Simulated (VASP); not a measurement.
# Cu2B in VASP: the effect of target pressure

Crystal: Cu2B.

```xyz
6
Lattice="0.0000 3.2835 3.2835 3.2835 0.0000 3.2835 3.2835 3.2835 0.0000" Properties=species:S:1:pos:R:3 pbc="T T T"
Cu    0.8209    0.8209    0.8209
Cu    0.8209    2.4626    2.4626
Cu    2.4626    2.4626    0.8209
Cu    2.4626    0.8209    2.4626
B     3.2835    3.2835    3.2835
B     4.9252    4.9252    4.9252
```

The cell was built by a generator and needn't be a form met in nature.

Alike in all runs:

- Program: VASP 6.6.1
- Task: relaxation of cell and atoms
- Functional: LDA
- Potentials or basis: VASP PAW LDA potentials, release 64 (Cu, B)
- Cutoff: 600 eV
- k mesh: 5 × 5 × 5
- Occupations: fermi-dirac, width 0.05 eV
- Spin: no spin polarisation

Each run relaxes the cell or the atoms first.

```csv
target pressure,target pressure,relaxed volume (Å³/atom)
0 GPa,-,10.85
2 GPa,2 GPa,?
5 GPa,5 GPa,10.55
10 GPa,10 GPa,10.28
20 GPa,20 GPa,9.86
30 GPa,30 GPa,9.50
```

Q: What does the run with target pressure 2 GPa give?

A: Relaxed volume 10.72 Å³/atom.

Worked out: In Murnaghan's law V^(-B') rises as a straight line in P. The other rows fit best with B' = 4.4, V0 = 10.85 Å³/atom and B0 = 167 GPa, which gives 10.72 Å³/atom at 2 GPa, against the run's 10.72.

Caveats: the cell is relaxed towards a set pressure, so the enthalpy falls and the energy may rise (some runs); the volume moved by over 15 % at a fixed basis, so the end points are rough (some runs).
